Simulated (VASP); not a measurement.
```
CELL_PARAMETERS angstrom
      4.64150     0.00000     0.00000
     -2.32075     4.01966     0.00000
      0.00000     0.00000     8.11363
ATOMIC_POSITIONS crystal
  K  0.00000 0.00000 0.00000
  K  0.00000 0.00000 0.50000
  Br 0.33333 0.66667 0.25000
  Br 0.66667 0.33333 0.75000
```

The numbers are results of PBE GGA, VASP's PBE PAW potentials (set 64) (plane waves; VASP 6.6.1), not measurements. Settings: 400 eV cut-off, Gaussian smearing of 0.050 eV, potentials K_sv Br.

**Question.** Give the energies of bands 11 to 19 at the high-symmetry points, in eV from the valence-band maximum.

**Answer.** 
```csv
band,Γ,M,K,A,L,H
11,-1.16,-1.08,-0.85,-0.72,-0.97,-0.74
12,-0.24,-0.71,-0.69,-0.72,-0.97,-0.74
13,-0.24,-0.51,-0.69,-0.13,-0.42,-0.64
14,-0.15,-0.51,-0.49,-0.13,-0.42,-0.64
15,0.00,-0.32,-0.49,-0.13,-0.28,-0.43
16,0.00,-0.25,-0.41,-0.13,-0.28,-0.43
17,4.24,6.09,6.98,5.41,6.68,7.09
18,6.46,6.73,6.98,5.41,6.68,7.09
19,6.67,6.91,7.49,7.24,6.71,7.71
```

The gap is direct, 4.24 eV, from the valence maximum at Γ to the conduction minimum at Γ.

The structure was generated: KBr was put into the NiAs type type (P6_3/mmc), which need not be its known phase. It was relaxed first, which changed the volume by -8 %.
